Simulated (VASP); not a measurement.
Given:

```
MoSi
1.0
    0.00000     2.47754     2.47754
    2.47754     0.00000     2.47754
    2.47754     2.47754     0.00000
Mo Si
1 1
Direct
  0.00000   0.00000   0.00000
  0.50000   0.50000   0.50000
```

Level of theory: PBEsol GGA, VASP's PBE PAW potentials (set 64) (plane waves; VASP). Settings: 400 eV cut-off, Gaussian smearing of 0.050 eV, potentials Mo_sv Si.

Give the energies of bands 6 to 12 at the high-symmetry points, in eV from the Fermi level.

```tsv
band	Γ	X	U	L	W
6	-2.08	-4.01	-4.64	-6.62	-4.15
7	-2.08	-3.94	-4.08	-3.85	-4.15
8	-2.08	-0.52	-2.65	-3.85	-3.61
9	-1.57	0.05	-0.46	0.42	1.07
10	-1.57	0.05	0.61	0.42	1.15
11	2.83	1.06	1.84	1.89	1.15
12	2.83	1.06	2.70	4.67	1.40
```

It has no gap at this level: it comes out as a metal or semimetal.

The structure was generated: MoSi was put into the rock salt type (Fm-3m), which need not be its known phase. It was relaxed first, which changed the volume by -35 %.
